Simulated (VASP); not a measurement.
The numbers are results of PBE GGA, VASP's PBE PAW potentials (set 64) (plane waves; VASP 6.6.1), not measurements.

A VASP calculation is set up with these files.

**INCAR**
```
! general
SYSTEM  = SnSe2
PREC    = Accurate
ENCUT   = 400
LREAL   = F
LASPH   = T

! electronic loop
EDIFF   = 1E-6
NELM    = 100
ALGO    = Normal
LMAXMIX = 4

! smearing
ISMEAR  = 0
SIGMA   = 0.05

! functional
GGA     = PE

! ions
IBRION  = 2
NSW     = 60
ISIF    = 3
EDIFFG  = -0.02

! output
LWAVE   = F
LCHARG  = F
```

POSCAR:
```
SnSe2
1.0
  1.9453639747  -3.3694694686   0.0000000000
  1.9453639747   3.3694694686   0.0000000000
  0.0000000000   0.0000000000   6.7217087499
Sn Se
1 2
Cart
  0.0000000000   0.0000000000   6.7217087499
  1.9453639747   1.1231587358   1.5871017471
  1.9453639747  -1.1231587358   5.1346070028
```

File KPOINTS:
```
Automatic mesh
0
Gamma
6 6 3
0 0 0
```

POTCAR, in this order: Sn_d Se (PBE.64 set). Program: vasp_std.

The resulting files:

### OSZICAR
```
...
DAV:   3    -0.118608484237E+02    0.30234E-03   -0.91433E-04   725   0.443E-01    0.190E-02
DAV:   4    -0.118608417574E+02    0.66663E-05   -0.39404E-05   699   0.595E-02    0.126E-02
DAV:   5    -0.118608362063E+02    0.55512E-05   -0.44147E-06   678   0.198E-02    0.310E-03
DAV:   6    -0.118608357681E+02    0.43819E-06   -0.41137E-07   303   0.744E-03
   7 F= -.11860836E+02 E0= -.11860836E+02  d E =-.139072E-03
       N       E                     dE             d eps       ncg     rms          rms(c)
DAV:   1    -0.118658435925E+02   -0.50074E-02   -0.19501E-01   722   0.573E+00    0.380E-01
DAV:   2    -0.118620170800E+02    0.38265E-02   -0.96865E-03   700   0.148E+00    0.185E-01
DAV:   3    -0.118608120461E+02    0.12050E-02   -0.36666E-03   726   0.884E-01    0.379E-02
DAV:   4    -0.118607905558E+02    0.21490E-04   -0.15580E-04   698   0.118E-01    0.251E-02
DAV:   5    -0.118607731327E+02    0.17423E-04   -0.17923E-05   737   0.397E-02    0.619E-03
DAV:   6    -0.118607723351E+02    0.79765E-06   -0.16511E-06   459   0.146E-02
   8 F= -.11860772E+02 E0= -.11860772E+02  d E =-.756395E-04
       N       E                     dE             d eps       ncg     rms          rms(c)
DAV:   1    -0.118628469183E+02   -0.20738E-02   -0.76384E-02   720   0.355E+00    0.239E-01
DAV:   2    -0.118613212924E+02    0.15256E-02   -0.38356E-03   707   0.933E-01    0.116E-01
DAV:   3    -0.118608535468E+02    0.46775E-03   -0.14336E-03   723   0.556E-01    0.241E-02
DAV:   4    -0.118608506379E+02    0.29089E-05   -0.61503E-05   700   0.745E-02    0.161E-02
DAV:   5    -0.118608487461E+02    0.18918E-05   -0.69220E-06   729   0.249E-02    0.384E-03
DAV:   6    -0.118608493051E+02   -0.55903E-06   -0.58277E-07   305   0.880E-03
   9 F= -.11860849E+02 E0= -.11860849E+02  d E =-.152609E-03
       N       E                     dE             d eps       ncg     rms          rms(c)
DAV:   1    -0.118608712032E+02   -0.22457E-04   -0.50715E-04   581   0.190E-01    0.135E-02
DAV:   2    -0.118608692695E+02    0.19337E-05   -0.25258E-05   611   0.534E-02    0.671E-03
DAV:   3    -0.118608679523E+02    0.13172E-05   -0.25455E-06   476   0.227E-02    0.291E-03
DAV:   4    -0.118608675853E+02    0.36699E-06   -0.54157E-07   292   0.869E-03
  10 F= -.11860868E+02 E0= -.11860868E+02  d E =-.182802E-04
       N       E                     dE             d eps       ncg     rms          rms(c)
DAV:   1    -0.118609514263E+02   -0.83474E-04   -0.45604E-03   581   0.566E-01    0.397E-02
DAV:   2    -0.118609325353E+02    0.18891E-04   -0.22733E-04   582   0.157E-01    0.195E-02
DAV:   3    -0.118609208918E+02    0.11644E-04   -0.23293E-05   685   0.667E-02    0.841E-03
DAV:   4    -0.118609188452E+02    0.20466E-05   -0.50137E-06   718   0.248E-02    0.292E-03
DAV:   5    -0.118609185674E+02    0.27780E-06   -0.43105E-07   292   0.623E-03
  11 F= -.11860919E+02 E0= -.11860919E+02  d E =-.692623E-04
       N       E                     dE             d eps       ncg     rms          rms(c)
DAV:   1    -0.118611356906E+02   -0.21685E-03   -0.18280E-02   581   0.113E+00    0.795E-02
DAV:   2    -0.118610577681E+02    0.77922E-04   -0.91253E-04   582   0.315E-01    0.392E-02
DAV:   3    -0.118610109679E+02    0.46800E-04   -0.92537E-05   674   0.132E-01    0.169E-02
DAV:   4    -0.118610035903E+02    0.73776E-05   -0.20527E-05   836   0.499E-02    0.579E-03
DAV:   5    -0.118610029448E+02    0.64545E-06   -0.15838E-06   383   0.122E-02
  12 F= -.11861003E+02 E0= -.11861003E+02  d E =-.153640E-03
       N       E                     dE             d eps       ncg     rms          rms(c)
DAV:   1    -0.118616315835E+02   -0.62799E-03   -0.73067E-02   581   0.226E+00    0.159E-01
DAV:   2    -0.118613179725E+02    0.31361E-03   -0.36504E-03   582   0.626E-01    0.784E-02
DAV:   3    -0.118611306714E+02    0.18730E-03   -0.36598E-04   675   0.261E-01    0.341E-02
DAV:   4    -0.118611022578E+02    0.28414E-04   -0.83161E-05   836   0.100E-01    0.115E-02
DAV:   5    -0.118611007725E+02    0.14853E-05   -0.78895E-06   698   0.247E-02    0.416E-03
DAV:   6    -0.118611005081E+02    0.26445E-06   -0.58714E-07   332   0.751E-03
  13 F= -.11861101E+02 E0= -.11861101E+02  d E =-.251203E-03
       N       E                     dE             d eps       ncg     rms          rms(c)
DAV:   1    -0.118631137420E+02   -0.20130E-02   -0.29189E-01   581   0.453E+00    0.319E-01
DAV:   2    -0.118618747505E+02    0.12390E-02   -0.14616E-02   582   0.124E+00    0.157E-01
DAV:   3    -0.118611286275E+02    0.74612E-03   -0.14253E-03   675   0.510E-01    0.692E-02
DAV:   4    -0.118610127538E+02    0.11587E-03   -0.34105E-04   836   0.204E-01    0.228E-02
DAV:   5    -0.118610087273E+02    0.40265E-05   -0.32381E-05   751   0.505E-02    0.791E-03
DAV:   6    -0.118610083754E+02    0.35191E-06   -0.23520E-06   519   0.144E-02
  14 F= -.11861008E+02 E0= -.11861008E+02  d E =-.159070E-03
       N       E                     dE             d eps       ncg     rms          rms(c)
DAV:   1    -0.118623334701E+02   -0.13247E-02   -0.16574E-01   581   0.338E+00    0.237E-01
DAV:   2    -0.118615930476E+02    0.74042E-03   -0.82514E-03   582   0.933E-01    0.117E-01
DAV:   3    -0.118611636610E+02    0.42939E-03   -0.85734E-04   659   0.403E-01    0.500E-02
DAV:   4    -0.118611118215E+02    0.51840E-04   -0.17914E-04   828   0.147E-01    0.177E-02
DAV:   5    -0.118611119198E+02   -0.98304E-07   -0.17746E-05   714   0.371E-02    0.707E-03
DAV:   6    -0.118611124821E+02   -0.56235E-06   -0.15822E-06   412   0.127E-02
  15 F= -.11861112E+02 E0= -.11861112E+02  d E =-.263177E-03
       N       E                     dE             d eps       ncg     rms          rms(c)
DAV:   1    -0.118616157273E+02   -0.50381E-03   -0.21759E-02   582   0.132E+00    0.109E-01
DAV:   2    -0.118613615141E+02    0.25421E-03   -0.12256E-03   622   0.424E-01    0.599E-02
DAV:   3    -0.118612427597E+02    0.11875E-03   -0.26417E-04   655   0.217E-01    0.222E-02
DAV:   4    -0.118612328677E+02    0.98920E-05   -0.34253E-05   846   0.595E-02    0.793E-03
DAV:   5    -0.118612320524E+02    0.81532E-06   -0.30744E-06   524   0.148E-02
  16 F= -.11861232E+02 E0= -.11861232E+02  d E =-.119570E-03
       N       E                     dE             d eps       ncg     rms          rms(c)
DAV:   1    -0.118649360120E+02   -0.37031E-02   -0.19516E-01   582   0.396E+00    0.325E-01
DAV:   2    -0.118626507806E+02    0.22852E-02   -0.11031E-02   622   0.121E+00    0.179E-01
DAV:   3    -0.118615858894E+02    0.10649E-02   -0.22933E-03   657   0.619E-01    0.672E-02
DAV:   4    -0.118615038807E+02    0.82009E-04   -0.30602E-04   830   0.178E-01    0.235E-02
DAV:   5    -0.118615003255E+02    0.35553E-05   -0.27867E-05   766   0.443E-02    0.104E-02
DAV:   6    -0.118615007602E+02   -0.43469E-06   -0.47293E-06   679   0.205E-02
  17 F= -.11861501E+02 E0= -.11861501E+02  d E =-.388278E-03
       N       E                     dE             d eps       ncg     rms          rms(c)
DAV:   1    -0.118751930534E+02   -0.13693E-01   -0.77324E-01   582   0.790E+00    0.647E-01
DAV:   2    -0.118662180847E+02    0.89750E-02   -0.43785E-02   622   0.233E+00    0.355E-01
DAV:   3    -0.118620040725E+02    0.42140E-02   -0.87634E-03   657   0.114E+00    0.135E-01
DAV:   4    -0.118616600559E+02    0.34402E-03   -0.11635E-03   834   0.352E-01    0.454E-02
DAV:   5    -0.118616493809E+02    0.10675E-04   -0.10189E-04   702   0.871E-02    0.196E-02
DAV:   6    -0.118616532898E+02   -0.39089E-05   -0.19573E-05   688   0.412E-02    0.456E-03
DAV:   7    -0.118616552392E+02   -0.19494E-05   -0.23371E-06   502   0.121E-02    0.220E-03
DAV:   8    -0.118616558337E+02   -0.59447E-06   -0.61699E-07   436   0.679E-03
  18 F= -.11861656E+02 E0= -.11861656E+02  d E =-.543352E-03
```

File OUTCAR:
```
------------------------ aborting loop because EDIFF is reached ----------------------------------------
  FORCE on cell =-STRESS in cart. coord.  units (eV):
  Direction    XX          YY          ZZ          XY          YZ          ZX
  --------------------------------------------------------------------------------------
  Total        0.0469993      0.0469993     -0.0124184     -0.0000000      0.0000000      0.0000000
  in kB        0.8407973      0.8407974     -0.2221603     -0.0000000      0.0000000      0.0000000
  external PRESSURE =       0.4864781 kB  Pullay stress =       0.0000000 kB
  volume of cell :       89.56
      direct lattice vectors                 reciprocal lattice vectors
     1.936317339 -3.353800233 -0.000000000     0.258222136 -0.149084610 -0.000000000
     1.936317339  3.353800233  0.000000000     0.258222136  0.149084610 -0.000000000
     0.000000000 -0.000000000  6.895518834     0.000000000 -0.000000000  0.145021720
 POSITION                                       TOTAL-FORCE (eV/Angst)
 -----------------------------------------------------------------------------------
      0.00000     -0.00000      0.00000         0.000000     -0.000000      0.000000
      1.93632      1.11794      1.59507        -0.000000      0.000000     -0.008273
      1.93632     -1.11794      5.30045         0.000000     -0.000000      0.008273
 -----------------------------------------------------------------------------------
    total drift:                                0.000000     -0.000000      0.000000
  FREE ENERGIE OF THE ION-ELECTRON SYSTEM (eV)
  ---------------------------------------------------
  free  energy   TOTEN  =       -11.8616558337 eV

  energy  without entropy=      -11.8616558337  energy(sigma->0) =      -11.86165583

 reached required accuracy - stopping structural energy minimisation
```
(Selected blocks of OUTCAR.)

**CONTCAR**
```
SnSe2
   1.00000000000000
     1.9363173393586572   -3.3538002333921666   -0.0000000000000002
     1.9363173393586572    3.3538002333921666    0.0000000000000002
     0.0000000000000001   -0.0000000000000001    6.8955188343807947
  Sn              Se
     1     2
Direct
     0.0000000000000000    0.0000000000000000    0.0000000000000000
     0.3333330000000032    0.6666669999999968    0.2313194813088943
     0.6666669999999968    0.3333330000000032    0.7686805186911057
```

Without a dispersion term in the relaxation, distances and binding between the weakly bound layers, chains or molecules are unreliable, and so is what depends on them.

The compound is SnSe2 in the 1T layered structure. This run relaxes it. Symmetry was kept, so distortions that lower it aren't found. The start is the result of an earlier pass.
